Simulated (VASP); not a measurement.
# A VASP study of CdPbO2 (revPBE): structure first, properties next, part 4 of 6

Aim: relax CdPbO2, then compute properties on the relaxed cell. The cell is invented: it takes the structure of COD entry 9008633, EuO (space group 225 there), with some of its atoms replaced by other elements, volume scaled by an estimate. It may not be a known or stable phase. The atoms of the start are displaced at random from the sites of a R-3m cell.

VASP 6.6.1; revPBE; plane waves and PAW (Pb_d, Cd, O); invented cell.

So far, gap on the k-mesh (eV): step 2 (rough relaxation of the start cell) 0.554; step 3 (full relaxation (revPBE)) 0.538; step 4 (density, ELF and potential (revPBE)) 0.386.

## 6. Density of states (revPBE)

A density of states needs more k-points than a total energy; ISMEAR = -5 takes tetrahedra, and LORBIT projects the states on the PAW spheres. The mesh is finer than in the run before.

INCAR

```
SYSTEM = CdPbO2
PREC = Accurate
ENCUT = 520
EDIFF = 1E-06
NELM = 100
ISMEAR = -5
SIGMA = 0.05
LREAL = .FALSE.
ALGO = Normal
GGA = RE
NBANDS = 33
LORBIT = 11
LWAVE = .FALSE.
LCHARG = .FALSE.
KPAR = 2
NEDOS = 2001
```

POSCAR

```
CdPbO2
1.0
    3.0985697600     -1.7901685800      0.0000000000
    3.0985697600      1.7901685800      0.0000000000
   -2.0630447900      0.0000000000      5.8541862400
Pb Cd O
1 1 2
Direct
    0.4981870620      0.5018129380      0.5000000000
    0.0000853920      0.9999146080      0.0000000000
    0.7416981740      0.7427466730      0.2244488730
    0.2572533270      0.2583018260      0.7755511270
```

KPOINTS

```
Automatic mesh
0
Gamma
11 11 6
0 0 0
```

The projector-augmented-wave data sets are Pb_d, Cd and O (PBE family, release 64).

Command:

```bash
> mpirun -np 2 vasp_std
```

The log of the run:

```text
[... set-up lines as in an earlier step ...]
 entering main loop
       N       E                     dE             d eps       ncg     rms          rms(c)
DAV:   1     0.397016041713E+03    0.39702E+03   -0.19234E+04 13697   0.133E+03
DAV:   2     0.161952494402E+02   -0.38082E+03   -0.35242E+03 14020   0.377E+02
DAV:   3    -0.198588693890E+02   -0.36054E+02   -0.35392E+02 15912   0.122E+02
DAV:   4    -0.208139017885E+02   -0.95503E+00   -0.95341E+00 15876   0.202E+01
DAV:   5    -0.208362483533E+02   -0.22347E-01   -0.22344E-01 17456   0.331E+00    0.127E+01
DAV:   6    -0.169541099086E+02    0.38821E+01   -0.15476E+01 21180   0.370E+01    0.927E+00
DAV:   7    -0.166944176207E+02    0.25969E+00   -0.23113E+00 16062   0.118E+01    0.419E+00
DAV:   8    -0.166691465002E+02    0.25271E-01   -0.40630E-01 14983   0.367E+00    0.122E+00
DAV:   9    -0.166661841751E+02    0.29623E-02   -0.20725E-02 18513   0.119E+00    0.331E-01
DAV:  10    -0.166658098398E+02    0.37434E-03   -0.51554E-03 15894   0.476E-01    0.107E-01
DAV:  11    -0.166662802211E+02   -0.47038E-03   -0.76112E-04 15303   0.158E-01    0.538E-02
DAV:  12    -0.166662510727E+02    0.29148E-04   -0.54014E-05 16495   0.453E-02    0.136E-02
DAV:  13    -0.166662522739E+02   -0.12012E-05   -0.47317E-06 16084   0.168E-02    0.514E-03
DAV:  14    -0.166662526972E+02   -0.42331E-06   -0.91641E-07 12803   0.620E-03
   1 F= -.16666253E+02 E0= -.16666253E+02  d E =0.000000E+00
```

Wall time 2.7 min (2 MPI ranks of Intel Xeon 6975P-C (Granite Rapids), shared host); peak memory 0.97 GiB; 5.3 min of CPU time.

From OUTCAR (step 6):

```text
   k-points           NKPTS =    204   k-points in BZ     NKDIM =    204   number of bands    NBANDS=     33

   NELECT =      38.0000    total number of electrons

 E-fermi :   4.2783

 k-point     1 :       0.0000    0.0000    0.0000
  band No.  band energies     occupation
    ...
     15       2.3171      2.00000
     16       2.5256      2.00000
     17       2.5284      2.00000
     18       3.2177      2.00000
     19       3.2251      2.00000
     20       6.1143      0.00000
     21       7.9350      0.00000
     22      11.1960      0.00000
     23      11.1988      0.00000
     24      15.9638      0.00000
    ...

  Total       -0.0102525      0.0059471     -0.0016285      0.0000000      0.0000000      0.0068832
  in kB       -0.2529239      0.1467114     -0.0401732      0.0000000      0.0000000      0.1698053
  external PRESSURE =      -0.0487952 kB  Pullay stress =       0.0000000 kB

 POSITION                                       TOTAL-FORCE (eV/Angst)
 -----------------------------------------------------------------------------------
      2.06705      0.00649      2.92709        -0.000000     -0.003484      0.000000
      3.09857      1.78986      0.00000        -0.000000      0.008205      0.000000
      4.13661      0.00188      1.31397        -0.009713     -0.002360     -0.001431
     -0.00251      0.00188      4.54022         0.009713     -0.002360      0.001431
 -----------------------------------------------------------------------------------
    total drift:                                0.000000     -0.000028      0.000000

  FREE ENERGIE OF THE ION-ELECTRON SYSTEM (eV)
  ---------------------------------------------------
  free  energy   TOTEN  =       -16.6662526972 eV

  energy  without entropy=      -16.6662526972  energy(sigma->0) =      -16.66625270

[... 7 parts as in an earlier step ...]

[... 9 further parts left out ...]
```

This step gave:

```yaml
irreducible_k_points: 204
fermi_energy: 4.278 eV
pressure: -0.004880 GPa
valence_top_at_k: -0.2727, 0.1818, 0
gap_on_the_k_mesh: 0.3131 eV
least_direct_gap_on_the_k_mesh: 0.657 eV
```

The density of states has structure finer than the step of the table below, so its rows give means over 1 eV, whole bins alone (the curve runs from -12.0 to 8.27 eV). Peaks (eV: height): total -7.7: 4.13, -7.3: 24.3, -7.0: 15.4, -1.7: 5.14; O p -4.2: 1.40, -1.7: 3.10, -1.4: 2.78, -0.2: 1.67; Pb p 2.8: 0.422, 4.3: 0.521, 4.9: 0.687, 5.6: 1.06; Cd d -7.3: 21.4, -7.0: 13.9; Cd s -4.2: 0.369, 2.5: 0.127, 4.3: 0.478, 4.9: 0.762.

States under -12.0 eV and over 8.3 eV are left out. The density of states by energy, zero at the valence-band top; means over each step; values in states/eV/cell:

```csv
energy (eV),total,O p,Pb p,Cd d,Cd s,Pb s,Cd p
-10,0,0,0,0,0,0,0
-9,0.00382,2.5e-4,2.7e-6,7.2e-4,1.9e-5,0.00152,0
-8,1.99,0.141,0.00606,0.651,0.00602,0.650,0.00376
-7,9.71,0.184,0.0151,8.32,0.00518,0.417,0.00424
-6,0.292,0.00791,3.3e-4,0.149,2.6e-4,0.0955,3.4e-4
-5,0.0126,0.00443,0.00127,2.8e-4,2.4e-4,0,4.4e-4
-4,2.03,0.744,0.100,0.0865,0.200,0.00562,0.0224
-3,2.52,1.19,0.143,0.0874,0.0568,0.0273,0.0579
-2,4.10,2.36,0.129,0.142,0.0179,0.0359,0.0703
-1,2.34,1.39,0.0296,0.120,0.0186,0.134,0.0222
0,1.00,0.597,0.00606,0.0399,0.00474,0.133,0.00991
1,0.0919,0.0199,0.0153,6.9e-4,0.00785,9.3e-4,0.00192
2,1.14,0.237,0.230,0.00825,0.0866,0.0179,0.0257
3,0.853,0.208,0.189,0.00715,0.0489,0.0134,0.0146
4,1.68,0.352,0.366,0.00806,0.225,0.0252,0.0293
5,1.98,0.469,0.478,0.00847,0.253,0.00773,0.0294
6,1.80,0.337,0.647,0.0101,0.103,0.00309,0.0219
7,0.923,0.106,0.268,0.00786,0.0151,0.00144,0.0742
```

The gap on this mesh is 0.31 eV, over the 0.27 eV of the band run, since this mesh misses a band edge. In the top eV of the valence band the largest shares in the PAW spheres are O p 58 % and Pb s 13 %. The rest lies in smaller channels or between the spheres.

## 7. Core levels (revPBE)

Core levels shift with the potential at each site, so they tell like atoms on unlike sites apart.

INCAR

```
SYSTEM = CdPbO2
PREC = Accurate
ENCUT = 520
EDIFF = 1E-06
NELM = 100
ISMEAR = -1
SIGMA = 0.05
LREAL = .FALSE.
ALGO = Normal
GGA = RE
NBANDS = 25
LORBIT = 11
LWAVE = .FALSE.
LCHARG = .FALSE.
KPAR = 2
ICORELEVEL = 1
```

POSCAR is that of step 6.

KPOINTS

```
Automatic mesh
0
Gamma
7 7 4
0 0 0
```

Command:

```bash
> mpirun -np 2 vasp_std
```

The log of the run:

```text
[... set-up lines as in an earlier step ...]
 entering main loop
       N       E                     dE             d eps       ncg     rms          rms(c)
DAV:   1     0.394040229882E+03    0.39404E+03   -0.20349E+04  3048   0.176E+03
DAV:   2     0.157868668599E+02   -0.37825E+03   -0.36417E+03  3269   0.455E+02
DAV:   3    -0.197848872624E+02   -0.35572E+02   -0.35008E+02  3605   0.145E+02
DAV:   4    -0.208115431881E+02   -0.10267E+01   -0.10229E+01  3389   0.264E+01
DAV:   5    -0.208360455672E+02   -0.24502E-01   -0.24490E-01  3653   0.424E+00    0.127E+01
DAV:   6    -0.169171050252E+02    0.39189E+01   -0.22018E+01  4505   0.488E+01    0.917E+00
DAV:   7    -0.166887037610E+02    0.22840E+00   -0.28188E+00  3081   0.156E+01    0.426E+00
DAV:   8    -0.166770856058E+02    0.11618E-01   -0.56597E-01  3199   0.531E+00    0.130E+00
DAV:   9    -0.166648281355E+02    0.12257E-01   -0.48815E-02  3968   0.204E+00    0.334E-01
DAV:  10    -0.166648795082E+02   -0.51373E-04   -0.78052E-03  3143   0.682E-01    0.107E-01
DAV:  11    -0.166653179524E+02   -0.43844E-03   -0.13809E-03  3524   0.237E-01    0.868E-02
DAV:  12    -0.166652548525E+02    0.63100E-04   -0.18591E-04  3691   0.108E-01    0.227E-02
DAV:  13    -0.166652545083E+02    0.34418E-06   -0.17579E-05  3649   0.374E-02    0.678E-03
DAV:  14    -0.166652553000E+02   -0.79162E-06   -0.24275E-06  3337   0.147E-02
   1 F= -.16665255E+02 E0= -.16665048E+02  d E =-.415184E-03
```

Elapsed: 38 s, on 2 MPI ranks; peak memory 0.48 GiB.

From OUTCAR (step 7):

```text
   k-points           NKPTS =     60   k-points in BZ     NKDIM =     60   number of bands    NBANDS=     25

   NELECT =      38.0000    total number of electrons

 the core state eigenenergies are
   1-  1s -88082.4893  2s -15743.9807  2p -13498.7432  3s  -3772.2576  3p  -3128.7958
       3d  -2473.8428  4s   -846.8243  4p   -636.0358  4d   -392.4263  4f   -123.4626
       5s   -134.7114  5p    -76.4381
   2-  1s -26510.2711  2s  -3927.3912  2p  -3522.6445  3s   -724.3837  3p   -591.6723
       3d   -384.1068  4s    -96.7973  4p    -57.8943
   3-  1s   -500.8699
   4-  1s   -500.8699

 E-fermi :   4.4475

 k-point     1 :       0.0000    0.0000    0.0000
  band No.  band energies     occupation
    ...
     15       2.3176      2.00000
     16       2.5262      2.00000
     17       2.5289      2.00000
     18       3.2182      2.00000
     19       3.2257      2.00000
     20       6.1144      0.00000
     21       7.9353      0.00000
     22      11.1959      0.00000
     23      11.1986      0.00000
     24      15.9660      0.00000
    ...

  Total       -0.0057333      0.0077664     -0.0026964      0.0000000      0.0000000      0.0048064
  in kB       -0.1414383      0.1915919     -0.0665189      0.0000000      0.0000000      0.1185720
  external PRESSURE =      -0.0054551 kB  Pullay stress =       0.0000000 kB

 POSITION                                       TOTAL-FORCE (eV/Angst)
 -----------------------------------------------------------------------------------
      2.06705      0.00649      2.92709         0.000000     -0.003472      0.000000
      3.09857      1.78986      0.00000         0.000000      0.008203      0.000000
      4.13661      0.00188      1.31397        -0.009732     -0.002365     -0.000498
     -0.00251      0.00188      4.54022         0.009732     -0.002365      0.000498
 -----------------------------------------------------------------------------------
    total drift:                                0.000000     -0.000046      0.000000

  FREE ENERGIE OF THE ION-ELECTRON SYSTEM (eV)
  ---------------------------------------------------
  free  energy   TOTEN  =       -16.6652553000 eV

  energy  without entropy=      -16.6648401155  energy(sigma->0) =      -16.66504771

[... 8 parts as in an earlier step ...]

[... 7 further parts left out ...]
```

These are scalar-relativistic Kohn-Sham levels of the ground state, with no core hole, so they are not binding energies.

This step gave:

```yaml
bands: 25
irreducible_k_points: 60
fermi_energy: 4.447 eV
pressure: -5.46e-4 GPa
valence_top_at_k: -0.2857, 0.1429, 0
gap_on_the_k_mesh: 0.3860 eV
least_direct_gap_on_the_k_mesh: 0.6566 eV
```

Kohn-Sham core levels. Core levels, by row:

```csv
atom,shell,level below the valence-band top (eV)
Pb1,1s,88087
Pb1,2s,15748
Pb1,2p,13503
Pb1,3s,3776
Pb1,3p,3133
Pb1,3d,2478
Pb1,4s,851
Pb1,4p,640.2
Pb1,4d,396.6
Pb1,4f,127.6
Pb1,5s,138.9
Pb1,5p,80.62
Cd2,1s,26514
Cd2,2s,3932
Cd2,2p,3527
Cd2,3s,728.6
Cd2,3p,595.9
Cd2,3d,388.3
Cd2,4s,101
Cd2,4p,62.08
O3,1s,505.1
O4,1s,505.1
```

Atoms of one element give levels within 0.1 eV of each other.

[end of part 4 of 6]

[Lines on the potential files, build, host, timing and source positions are cut from VASP's logs without a mark.]

[Logs are printed without paths, hosts, clocks, repeated set-up lines and the standing remarks that a program may print on its own settings, such as how far it seeks lower states.]

[Hosts, paths, dates, database ids (printed as entryN), source tags and the programs' standing remarks are cut or masked in the printed files.]

[A measured line is paired with the nearest computed mode of its activity, which favours agreement.]
